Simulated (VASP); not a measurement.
RbBr (relaxed from the zinc blende structure, space group F-43m): computed properties

Level of theory: PBEsol GGA, VASP's PBE PAW potentials (set 64) (plane waves; VASP).

| Item | Result |
|---|---|
| space group | F-43m (216) |
| cell | a = b = c = 7.642 Å, α = β = γ = 90.00° |
| volume per atom | 55.79 Å³/atom |
| band gap (over mesh and band path) | 4.16 eV |
| smallest direct gap (over mesh and band path) | 4.27 eV |
| band-edge character | indirect, X to Γ |
| density | 2.46 g/cm³ |

```
RbBr
1.0
    0.00000     3.82106     3.82106
    3.82106     0.00000     3.82106
    3.82106     3.82106     0.00000
Rb Br
1 1
Cartesian
  0.00000   0.00000   0.00000
  1.91053   1.91053   1.91053
```

The structure was generated: RbBr was put into the zinc blende type (F-43m), which need not be its known phase. It was relaxed first, which changed the volume by -8 %. Symmetry was kept, so distortions that lower it aren't found.
